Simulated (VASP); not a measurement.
Here is the system:

```yaml
crystal:
  lattice:
    - [0.00000, 2.66839, 2.66839]
    - [2.66839, 0.00000, 2.66839]
    - [2.66839, 2.66839, 0.00000]
  atoms:
    - { symbol: Zn, position: [0.00000, 0.00000, 0.00000] }
    - { symbol: S, position: [0.25000, 0.25000, 0.25000] }
```

These are MS2 meta-GGA, VASP's PBE PAW potentials (set 64) (plane waves; VASP) values and carry that method's errors. Run with 520 eV cut-off, 9×9×9 Γ-centred mesh, Gaussian smearing of 0.050 eV, potentials Zn S.

Problem. What does the run give for the energy per atom (σ→0), pressure, band gap (on the k-mesh) with the smallest direct gap where there is one?

Solution. 
- band gap (on the k-mesh): 2.65 eV
- smallest direct gap (on the k-mesh): 2.65 eV
- energy per atom (σ→0): -6.511 eV/atom
- pressure: 2.21 GPa

Only differences to runs with the same potentials and settings are physical.

The compound is ZnS in the zinc blende structure. This cell is one point of a volume scan, at 0.97 of the reference volume.
